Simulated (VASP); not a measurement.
Input:

```
MgTe
1.0
    2.07921    -3.60129     0.00000
    2.07921     3.60129     0.00000
    0.00000     0.00000     6.76392
Mg Te
2 2
Cartesian
  2.07921  -1.20043   3.38016
  2.07921   1.20043   6.76212
  2.07921  -1.20043   5.92699
  2.07921   1.20043   2.54503
```

These are PBE GGA, VASP's PBE PAW potentials (set 64) (plane waves; VASP) values and carry that method's errors. Numerical set-up: 500 eV cut-off, 6×6×4 Γ-centred mesh, Gaussian smearing of 0.050 eV, potentials Mg Te.

Unless said otherwise, spin-orbit coupling is left out, though it shifts the bands of the heavy elements here.

Question: Predict the energy per atom (σ→0), pressure, band gap (on the k-mesh) with the smallest direct gap where there is one.

Answer: 
```
Property                                     Result
-----------------------------------  --------------
band gap (on the k-mesh)                    2.89 eV
smallest direct gap (on the k-mesh)         3.56 eV
energy per atom (σ→0)                -2.765 eV/atom
pressure                                  19.94 GPa
```

The absolute energy has meaning only against runs of the same code, potentials and settings.

The compound is MgTe in the wurtzite structure. It was relaxed first under an external pressure of 20 GPa.
